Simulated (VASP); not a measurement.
Consider the following.

```yaml
crystal:
  lattice:
    - [0.00000, 2.44888, 2.44888]
    - [2.44888, 0.00000, 2.44888]
    - [2.44888, 2.44888, 0.00000]
  atoms:
    - { symbol: Eu, position: [0.00000, 0.00000, 0.00000] }
    - { symbol: O, position: [0.50000, 0.50000, 0.50000] }
```

Calculation: PBEsol GGA with spin-orbit coupling, VASP's PBE PAW potentials (set 64) (plane waves; VASP). Settings: 520 eV cut-off, 8×8×8 Γ-centred mesh, Gaussian smearing of 0.050 eV, potentials Eu_2 O.

The 4f electrons are frozen in the core of the lanthanide potential, so 4f levels, which can set the real gap, and their magnetism are missing.

**Question.** Give the energies of bands 9 to 21 at the high-symmetry points, in eV from the valence-band maximum.

**Answer.** 
```json
[
 {"band": "9", "Γ": "-0.37", "X": "-0.43", "U": "-1.37", "L": "-2.98", "W": "-1.79"},
 {"band": "10", "Γ": "-0.37", "X": "-0.43", "U": "-1.37", "L": "-2.98", "W": "-1.79"},
 {"band": "11", "Γ": "-0.22", "X": "-0.03", "U": "-0.95", "L": "-1.91", "W": "-0.56"},
 {"band": "12", "Γ": "-0.22", "X": "-0.03", "U": "-0.95", "L": "-1.91", "W": "-0.56"},
 {"band": "13", "Γ": "-0.22", "X": "0.00", "U": "-0.31", "L": "-1.91", "W": "-0.22"},
 {"band": "14", "Γ": "-0.22", "X": "0.00", "U": "-0.31", "L": "-1.91", "W": "-0.22"},
 {"band": "15", "Γ": "4.46", "X": "2.29", "U": "4.25", "L": "6.62", "W": "5.77"},
 {"band": "16", "Γ": "4.46", "X": "2.29", "U": "4.25", "L": "6.62", "W": "5.77"},
 {"band": "17", "Γ": "5.75", "X": "8.48", "U": "8.26", "L": "9.15", "W": "5.79"},
 {"band": "18", "Γ": "5.75", "X": "8.48", "U": "8.26", "L": "9.15", "W": "5.79"},
 {"band": "19", "Γ": "5.75", "X": "10.89", "U": "9.63", "L": "9.34", "W": "9.39"},
 {"band": "20", "Γ": "5.75", "X": "10.89", "U": "9.63", "L": "9.34", "W": "9.39"},
 {"band": "21", "Γ": "5.89", "X": "11.59", "U": "10.85", "L": "9.61", "W": "12.25"}
]
```

The gap is direct, 2.29 eV, from the valence maximum at X to the conduction minimum at X.

The compound is EuO in the rock salt structure. It was relaxed first, which changed the volume by -13 %.
